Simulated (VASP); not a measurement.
MgScAlO4, 7 atoms in the cell. The structure is trigonal, space group R3m (No. 160). Conventional cell: a = 3.269 Å, b = 3.269 Å, c = 25.070 Å, α = 90.00°, β = 90.00°, γ = 120.00°. Mg (site symmetry 3m) is surrounded by 4 O at 1.96 to 2.01 Å. Sc (site symmetry 3m) has 6 O at 2.15 Å as nearest neighbours. Around Al (site symmetry 3m) lie 5 O at 1.86 to 1.89 Å. Around O (site symmetry 3m) lie 3 Al at 1.89 Å. O (site symmetry 3m) has 1 Al at 1.88 Å and 3 Mg at 1.96 Å as nearest neighbours. O (site symmetry 3m) has 1 Mg at 2.01 Å and 3 Sc at 2.15 Å as nearest neighbours. O (site symmetry 3m) is surrounded by 1 Al at 1.86 Å. The cell comes from a database or a generator and needn't be the stable form of this composition.

- Program: VASP 6.6.1
- Task: relaxation of cell and atoms
- Functional: PBEsol
- Potentials or basis: VASP PAW PBE potentials, release 64 (Mg, Sc_sv, Al, O)
- Cutoff: 520 eV
- k mesh: 6 × 6 × 6
- Occupations: gaussian, width 0.02 eV
- Spin: no spin polarisation
- Further INCAR settings: ALGO = Normal; EDIFF = 1e-07; IBRION = 2; EDIFFG = -0.002; NSW = 80; ISIF = 3

Potentials or basis: VASP PAW PBE potentials, release 64 (Mg, Sc_sv, Al, O).

Launch:

```sh
$ cat potpaw_PBE.64/Mg/POTCAR potpaw_PBE.64/Sc_sv/POTCAR potpaw_PBE.64/Al/POTCAR potpaw_PBE.64/O/POTCAR > POTCAR
$ mpirun -np 4 vasp_std > vasp.out
```

Hardware: 4 MPI ranks on Intel(R) Xeon(R) Platinum 8488C (Sapphire Rapids), on a shared host.

Question: How long does it take, and how much memory?

Answer: Run time: 13 min on 4 MPI ranks on Intel(R) Xeon(R) Platinum 8488C (Sapphire Rapids) (shared host), peak memory 0.67 GiB a rank. Counts: scf iterations 87, k points 32, ion steps 12.
